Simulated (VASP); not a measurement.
# LiGeN (P6_3mc) in VASP: further runs

One crystal, LiGeN, is run at these levels: PBE; tasks: relaxation of cell and atoms.

All numbers are computed with VASP 6.6.1; they aren't measurements. Logs are shortened: lines on timing, memory, paths and dates and some standing lists are left out, and cuts for length are marked.

## (1) The crystal as given

The structure is hexagonal, space group P6_3mc (No. 186). The conventional cell has a = 3.004 Å, b = 3.004 Å, c = 8.815 Å, α = 90.00°, β = 90.00°, γ = 120.00°. Li (site symmetry 3m) is surrounded by 3 N at 2.09 Å. Around Ge (site symmetry 3m) lie 3 N at 2.01 Å. Around N (site symmetry 3m) lie 3 Ge at 2.01 Å and 3 Li at 2.09 Å.

The cell was built by a generator and needn't be a form met in nature.

## (2) Relaxation of cell and atoms, PBE

File INCAR:

```
SYSTEM = LiGeN
PREC = Accurate ; ENCUT = 520
EDIFF = 1E-6 ; ISMEAR = 0
SIGMA = 0.1 ; LREAL = .False.
LASPH = .True. ; NELM = 120
ALGO = Normal ; ISIF = 3
LWAVE = .False. ; LCHARG = .False.
GGA = PE ; IBRION = 2
NSW = 90 ; EDIFFG = -0.01
KPAR = 4
```

File KPOINTS:

```
regular mesh
0
Gamma
  12 12 4
  0 0 0
```

File POSCAR:

```
LiGeN
1.0
    3.0041990500      0.0000000000      0.0000000000
   -1.5020995300      2.6017127000      0.0000000000
    0.0000000000      0.0000000000      8.8150000000
Li Ge N
2 2 2
Direct
    0.0000000000      0.0000000000      0.2094157700
    0.0000000000      0.0000000000      0.7094157700
    0.3333333300      0.6666666700      0.4627339800
    0.6666666700      0.3333333300      0.9627339800
    0.3333333300      0.6666666700      0.0778218900
    0.6666666700      0.3333333300      0.5778218900
```

Potentials or basis: VASP PAW PBE potentials, release 64 (Li_sv, Ge_d, N).

Launch:

```console
$ cat potpaw_PBE.64/Li_sv/POTCAR potpaw_PBE.64/Ge_d/POTCAR potpaw_PBE.64/N/POTCAR > POTCAR
$ mpirun -np 4 vasp_std > vasp.out
```

OUTCAR:

```text
SYSTEM = LiGeN
   PREC = Accurate
   ENCUT = 520
   EDIFF = 1E-6
   ISMEAR = 0
   LREAL = .False.
   LASPH = .True.
   NELM = 120
   ISIF = 3
   GGA = PE
   IBRION = 2
   NSW = 90
   EDIFFG = -0.01

 ion  position               nearest neighbor table
   1  0.000  0.000  0.209-   5 2.09   5 2.09   5 2.09
   2  0.000  0.000  0.709-   6 2.09   6 2.09   6 2.09
   3  0.333  0.667  0.463-   6 2.01   6 2.01   6 2.01
   4  0.667  0.333  0.963-   5 2.01   5 2.01   5 2.01
   5  0.333  0.667  0.078-   4 2.01   4 2.01   4 2.01   1 2.09   1 2.09   1 2.09
   6  0.667  0.333  0.578-   3 2.01   3 2.01   3 2.01   2 2.09   2 2.09   2 2.09

  LATTYP: Found a hexagonal cell.
 ALAT       =     3.0041990500
 C/A-ratio  =     2.9342263456

  Lattice vectors:

 A1 = (   3.0041990500,   0.0000000000,   0.0000000000)
 A2 = (  -1.5020995300,   2.6017127000,   0.0000000000)
 A3 = (   0.0000000000,   0.0000000000,   8.8150000000)

Analysis of symmetry for initial positions (statically):
=====================================================================
 Subroutine PRICEL returns:
 Original cell was already a primitive cell.

 Routine SETGRP: Setting up the symmetry group for a
 hexagonal supercell.

 Subroutine GETGRP returns: Found 12 space group operations
 (whereof  6 operations were pure point group operations)
 out of a pool of 24 trial point group operations.

The static configuration has the point symmetry C_3v.
 The point group associated with its full space group is C_6v.

Analysis of symmetry for dynamics (positions and initial velocities):
=====================================================================
 Subroutine PRICEL returns:
 Original cell was already a primitive cell.

 Routine SETGRP: Setting up the symmetry group for a
 hexagonal supercell.

 Subroutine GETGRP returns: Found 12 space group operations
 (whereof  6 operations were pure point group operations)
 out of a pool of 24 trial point group operations.

The dynamic configuration has the point symmetry C_3v.
 The point group associated with its full space group is C_6v.

 Subroutine INISYM returns: Found 12 space group operations
 (whereof  6 operations are pure point group operations),
 and found     1 'primitive' translations

----------------------------------------------------------------------------------------

                                     Primitive cell

  volume of cell :      68.8986

  direct lattice vectors                    reciprocal lattice vectors
     3.004199050  0.000000000  0.000000000     0.332867424  0.192181097  0.000000000
    -1.502099530  2.601712700  0.000000000     0.000000000  0.384362193  0.000000000
     0.000000000  0.000000000  8.815000000     0.000000000  0.000000000  0.113442995

  length of vectors
     3.004199050  3.004199057  8.815000000     0.384362194  0.384362193  0.113442995

  position of ions in fractional coordinates (direct lattice)
     0.000000000  0.000000000  0.209415770
     0.000000000  0.000000000  0.709415770
     0.333333330  0.666666670  0.462733980
     0.666666670  0.333333330  0.962733980
     0.333333330  0.666666670  0.077821890
     0.666666670  0.333333330  0.577821890

  ion indices of the primitive-cell ions
   primitive index   ion index
                 1           1
                 2           2
                 3           3
                 4           4
                 5           5
                 6           6

----------------------------------------------------------------------------------------

 KPOINTS: regular mesh

Automatic generation of k-mesh.
 Grid dimensions read from file:
 generate k-points for:   12   12    4

 Generating k-lattice:

  Cartesian coordinates                     Fractional coordinates (reciprocal lattice)
     0.027738952  0.016015091  0.000000000     0.083333333 -0.000000000  0.000000000
     0.000000000  0.032030183  0.000000000     0.000000000  0.083333333  0.000000000
     0.000000000  0.000000000  0.028360749     0.000000000  0.000000000  0.250000000

  Length of vectors
     0.032030183  0.032030183  0.028360749

  Shift w.r.t. Gamma in fractional coordinates (k-lattice)
     0.000000000  0.000000000  0.000000000

 Subroutine IBZKPT returns following result:
 ===========================================

 Found     57 irreducible k-points:

 Following reciprocal coordinates:
            Coordinates               Weight
  0.000000  0.000000  0.000000      1.000000
  0.083333  0.000000  0.000000      6.000000
  0.166667 -0.000000  0.000000      6.000000
  0.250000 -0.000000  0.000000      6.000000
  0.333333 -0.000000  0.000000      6.000000
  0.416667 -0.000000  0.000000      6.000000
[... 16 lines left out ...]
  0.250000 -0.000000  0.250000     12.000000
  0.333333 -0.000000  0.250000     12.000000
 [... further k-points ...]
   k-points           NKPTS =     57   k-points in BZ     NKDIM =     57   number of bands    NBANDS=     26
   number of dos      NEDOS =    301   number of ions     NIONS =      6
   total plane-waves  NPLWV =  40320
   dimension x,y,z NGX =    24 NGY =   24 NGZ =   70
   dimension x,y,z NGXF=    48 NGYF=   48 NGZF=  140
   ions per type =               2   2   2
   NGX,Y,Z   is equivalent  to a cutoff of  13.28, 13.28, 13.20 a.u.
   NGXF,Y,Z  is equivalent  to a cutoff of  26.56, 26.56, 26.40 a.u.
 SYSTEM =  LiGeN
   PREC   = accura    normal or accurate (medium, high low for compatibility)
   ISTART =      0    job   : 0-new  1-cont  2-samecut
   ICHARG =      2    charge: 1-file 2-atom 10-const
   ISPIN  =      1    spin polarized calculation?
   LNONCOLLINEAR =      F non collinear calculations
   LSORBIT =      F    spin-orbit coupling
   LASPH  =      T    aspherical Exc in radial PAW
   ENCUT  =  520.0 eV  38.22 Ry    6.18 a.u.   5.59  5.59 16.39*2*pi/ulx,y,z
   NELM   =    120;   NELMIN=  2; NELMDL= -5     # of ELM steps
   EDIFF  = 0.1E-05   stopping-criterion for ELM
   LREAL  =      F    real-space projection
   EDIFFG = -.1E-01   stopping-criterion for IOM
   NSW    =     90    number of steps for IOM
   IBRION =      2    ionic relax: 0-MD 1-quasi-New 2-CG
   NFREE  =      1    steps in history (QN), initial steepest desc. (CG)
   ISIF   =      3    stress and relaxation
   ISYM   =      2    0-nonsym 1-usesym 2-fastsym
   POTIM  = 0.5000    time-step for ionic-motion
   TEBEG  =    0.0;   TEEND  =   0.0 temperature during run
   PSTRESS=    0.0 pullay stress
   NELECT =      44.0000    total number of electrons
   NUPDOWN=      -1.0000    fix difference up-down
   EMIN   =  10.00;   EMAX   =-10.00  energy-range for DOS
   EFERMI =   0.00;   METHOD = LEGACY
   ISMEAR =     0;   SIGMA  =   0.10  broadening in eV -4-tet -1-fermi 0-gaus
   EFERMI_NEDOS =   21; number of points for ismear=-14 and -15
   IALGO  =     38    algorithm
   IMIX   =      4    mixing-type and parameters
     AMIX     =   0.40;   BMIX     =  1.00
     AMIX_MAG =   1.60;   BMIX_MAG =  1.00
  volume/ion in A,a.u.               =      11.48        77.49
  Fermi-wavevector in a.u.,A,eV,Ry     =   1.409794  2.664124 27.041833  1.987519
  Thomas-Fermi vector in A             =   2.531813
   LORBIT       =      0    0 simple, 1 ext, 2 COOP (PROOUT), +10 PAW based schemes
   GGA     = PE    functional components
   LHFCALC =     F    Hartree Fock is set to
   AEXX    =    0.0000 exact exchange contribution
   IVDW    =     0    specifies the selected vdW correction
   LEPSILON=     F    determine dielectric tensor
   LRPA    =     F    only Hartree local field effects (RPA)
 conjugate gradient relaxation of ions
 non-spin polarized calculation
 Gauss-broadening in eV      SIGMA  =   0.10
  energy-cutoff  :      520.00
  volume of cell :       68.90
 maximum number of plane-waves:      1890
 NGX is ok and might be reduce to    24
   NGX = 11   NGY = 11   NGZ = 33

--------------------------------------- Ionic step        1  -------------------------------------------

 number of electron      44.0000019 magnetization

 Free energy of the ion-electron system (eV)
  ---------------------------------------------------
  ext. energy  EPLUGINS =         0.00000000
  ---------------------------------------------------
  free energy    TOTEN  =       -30.91696671 eV

  energy without entropy =      -30.91696604  energy(sigma->0) =      -30.91696638

------------------------ aborting loop because EDIFF is reached ----------------------------------------

  FORCE on cell =-STRESS in cart. coord.  units (eV):
  Direction    XX          YY          ZZ          XY          YZ          ZX
  --------------------------------------------------------------------------------------
  -------------------------------------------------------------------------------------
  Total        0.4768081      0.4768081      5.9629066     -0.0000000      0.0000000     -0.0000000
  in kB       11.0877605     11.0877605    138.6622463     -0.0000000      0.0000000     -0.0000000
  external PRESSURE =      53.6125891 kB  Pullay stress =       0.0000000 kB
[... 101 lines left out ...]
  FREE ENERGIE OF THE ION-ELECTRON SYSTEM (eV)
  ---------------------------------------------------
  free  energy   TOTEN  =       -31.1485943430 eV

  energy  without entropy=      -31.1485943430  energy(sigma->0) =      -31.14859434

[... ionic steps 4 to 14 ...]

--------------------------------------- Ionic step       15  -------------------------------------------

 number of electron      44.0000025 magnetization

------------------------ aborting loop because EDIFF is reached ----------------------------------------

  FORCE on cell =-STRESS in cart. coord.  units (eV):
  Direction    XX          YY          ZZ          XY          YZ          ZX
  --------------------------------------------------------------------------------------
  -------------------------------------------------------------------------------------
  Total       -0.0860169     -0.0860169      0.0143218      0.0000000      0.0000000      0.0000000
  in kB       -1.8244387     -1.8244387      0.3037688      0.0000000      0.0000000      0.0000000
  external PRESSURE =      -1.1150362 kB  Pullay stress =       0.0000000 kB
[... 65 lines left out ...]
  energy  without entropy=      -31.2017112216  energy(sigma->0) =      -31.20171122

--------------------------------------- Ionic step       17  -------------------------------------------

 number of electron      44.0000023 magnetization

 Free energy of the ion-electron system (eV)
  ---------------------------------------------------
  ext. energy  EPLUGINS =         0.00000000
  ---------------------------------------------------
  free energy    TOTEN  =       -31.20172341 eV

  energy without entropy =      -31.20172341  energy(sigma->0) =      -31.20172341

 E-fermi :   5.0362     XC(G=0): -10.2748

 val. band max:        4.5192587811   @ k =   0.1667   0.1667   0.0000
 cond. band min:       5.6319099254   @ k =   0.5000  -0.0000   0.0000
 fundamental gap:      1.1126511443
 Fermi energy:         5.0362400786

 k-point     1 :       0.0000    0.0000    0.0000
  band No.  band energies     occupation
      1     -40.7924      2.00000
      2     -40.7924      2.00000
      3     -19.4864      2.00000
      4     -19.4864      2.00000
      5     -19.4863      2.00000
      6     -19.4863      2.00000
[... 685 lines left out ...]
     25       8.9543      0.00000
     26      10.0050      0.00000

 [... further k-points ...]
[... 5 lines left out ...]
  --------------------------------------------------------------------------------------
  -------------------------------------------------------------------------------------
  Total       -0.0229871     -0.0229871     -0.0157170      0.0000000      0.0000000      0.0000000
  in kB       -0.4879644     -0.4879644     -0.3336376      0.0000000      0.0000000      0.0000000
  external PRESSURE =      -0.4365221 kB  Pullay stress =       0.0000000 kB
[... 21 lines left out ...]
  FREE ENERGIE OF THE ION-ELECTRON SYSTEM (eV)
  ---------------------------------------------------
  free  energy   TOTEN  =       -31.2017234142 eV

  energy  without entropy=      -31.2017234142  energy(sigma->0) =      -31.20172341

 reached required accuracy - stopping structural energy minimisation
```

Wall time 3.2 min (4 MPI ranks of AMD EPYC 9R45 (Zen 5), shared host); peak memory 0.23 GiB.

These settings aren't checked as converged: the numbers below hold their error.

Results:

| Item | Value |
| --- | --- |
| Free energy | -31.2017 eV |
| Relaxed volume | 12.58 Å³/atom |
| Relaxed cell | a = 3.006 Å, b = 3.006 Å, c = 9.645 Å, α = 90.00°, β = 90.00°, γ = 120.00° |
| Space group after relaxing (to 0.05 Å) | P6_3mc (No. 186) |
| Energy gained by relaxing | 47.5 meV/atom |
| Ionic steps | 17 |
| Band gap on the k mesh | 1.11 eV, indirect (least direct gap 1.92 eV) |

Caveat: the cutoff is under 1.25 times the usual one of these potentials, so pressure, stress and relaxed cells hold a basis-set (Pulay) error.

(Continued in part 2 of 2.)
